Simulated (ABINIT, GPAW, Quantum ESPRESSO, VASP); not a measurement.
## KZnF3 (Pm-3m, 5 atoms in the cell) computed with different codes at matched settings

Self-consistent single point.

```xyz
5
Lattice="3.9937 0.0000 0.0000 0.0000 3.9937 0.0000 0.0000 0.0000 3.9937" Properties=species:S:1:pos:R:3 pbc="T T T"
K      0.0000     0.0000     0.0000
Zn     1.9969     1.9969     1.9969
F      1.9969     0.0000     1.9969
F      0.0000     1.9969     1.9969
F      1.9969     1.9969     0.0000
```

Shared settings, as Quantum ESPRESSO writes them: occupations = smearing; smearing = fd; degauss = 0.000734986 Ry; K_POINTS = automatic 6 6 6 0 0 0. Potentials and cutoffs stand in the table.

```json
[
 {"code": "Quantum ESPRESSO", "model": "PBE, SSSP 1.1.2 efficiency (PBE) pseudopotentials", "pressure (GPa)": "8.64", "gap on the mesh (eV)": "3.970", "cutoff": "50 Ry"},
 {"code": "ABINIT", "model": "PBE, PAW (JTH v2.0 PBE PAW)", "pressure (GPa)": "7.96", "gap on the mesh (eV)": "3.939", "cutoff": "30 Ha"},
 {"code": "VASP", "model": "PBE, VASP's PBE PAW potentials (set 64)", "pressure (GPa)": "0.80", "gap on the mesh (eV)": "–", "cutoff": "400 eV"},
 {"code": "GPAW", "model": "PBE, GPAW PAW datasets PBE (gpaw-data 1.0.1)", "pressure (GPa)": "–", "gap on the mesh (eV)": "3.924", "cutoff": "900 eV"}
]
```

A dash marks a value that a program does not give, or that is left out as unsure.

No gap is tabulated for VASP: it is not read from that output, or partly filled or unconverged empty levels leave it unsure.

Gaps are read on the mesh.

The spread over the programs that give each value: pressure within 7.84 GPa; gap on the mesh within 0.046 eV.

The pressure of GPAW is left out: its cutoff lies under the one at which its stress was checked. In the pressure, VASP (by 7.16) lies more than 1 GPa from the median of the plane-wave programs.

On the base mesh (4 4 4 0 0 0) the same programs gave: ABINIT pressure 7.96 GPa, gap on the mesh 3.939 eV; GPAW gap on the mesh 3.925 eV; Quantum ESPRESSO pressure 8.63 GPa, gap on the mesh 3.970 eV; VASP pressure 0.82 GPa.

VASP's run is marked for a possible Pulay error in its stress at this cutoff; no cutoff test was made.

The starting cell has typed, rounded lattice constants, without a prior relaxation at this level. Its lattice was rescaled by a random factor within 2.5 % of one.

Left out of this page: Ansatz, FLEUR and SIESTA (not drawn, or without a comparable value); CP2K (on another mesh); Elk (unsound by tests on forces, stress, charge or solver warnings).
